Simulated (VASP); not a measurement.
SrZr2O3:

```xyz
6
Lattice="2.6642 -2.9299 0.0000 2.6642 2.9299 0.0000 0.0000 0.0000 6.3402" Properties=species:S:1:pos:R:3 pbc="T T T"
Sr    0.0000    0.0000    3.1701
Zr    2.6642    0.0000    0.0000
Zr    2.6642    0.0000    3.1701
O     1.3321    1.4649    3.1701
O     1.3321   -1.4649    3.1701
O     0.0000    0.0000    0.0000
```

The cell was built by a generator and needn't be a form met in nature.

- Program: VASP 6.6.1
- Task: relaxation of cell and atoms
- Functional: PBE
- Potentials or basis: VASP PAW PBE potentials, release 64 (Sr_sv, Zr_sv, O)
- Cutoff: 520 eV
- k mesh: 4 × 4 × 2
- Occupations: gaussian, width 0.15 eV
- Spin: no spin polarisation

At the start: pressure 48.8 GPa; volume 16.50 Å³/atom.

Problem. How do energy, volume and symmetry change on relaxing?

Solution. Over 16 steps the energy falls by 786.3 meV/atom and the volume is 19.27 Å³/atom (+16.8 %); space group Cmmm (No. 65, to 0.05 Å).

Step by step:
| step | energy change (eV) | largest force (eV/Å) | pressure (GPa) | volume (Å³) |
| --- | --- | --- | --- | --- |
| 1 | 0.0000 | 0.0000 | 48.82 | 98.98 |
| 2 | 2.6146 | 0.0000 | -23.09 | 185.04 |
| 3 | -4.4223 | 0.0000 | -5.11 | 130.44 |
| 4 | -4.5042 | 0.0000 | -2.25 | 127.12 |
| 5 | -4.5143 | 0.0000 | -0.79 | 125.53 |
| 6 | -4.5920 | 0.0000 | -0.61 | 124.14 |
| 7 | -4.6754 | 0.0000 | -0.49 | 120.79 |
| 8 | -4.6782 | 0.0000 | -0.51 | 120.14 |
| 9 | -4.7048 | 0.0000 | -0.39 | 118.19 |
| 10 | -4.7140 | 0.0000 | -0.23 | 116.54 |
| 11 | -4.7145 | 0.0000 | -0.17 | 116.04 |
| 12 | -4.7133 | 0.0000 | -0.13 | 115.05 |
| 13 | -4.7143 | 0.0000 | -0.14 | 115.54 |
| 14 | -4.7145 | 0.0000 | -0.14 | 115.83 |
| 15 | -4.7146 | 0.0000 | 0.02 | 115.93 |
| 16 | -4.7176 | 0.0000 | 0.30 | 115.61 |

Final structure:
```xyz
6
Lattice="3.1334 -3.1878 0.0000 3.1334 3.1878 0.0000 0.0000 0.0000 5.7868" Properties=species:S:1:pos:R:3 pbc="T T T"
Sr    0.0000    0.0000    2.8934
Zr    3.1334    0.0000    0.0000
Zr    3.1334    0.0000    2.8934
O     1.5667    1.5939    2.8934
O     1.5667   -1.5939    2.8934
O     0.0000    0.0000    0.0000
```

Caveat: the k mesh is coarse (spacing up to 0.50 Å⁻¹), so the values aren't converged; the volume moved by over 15 % at a fixed basis, so the end points are rough.
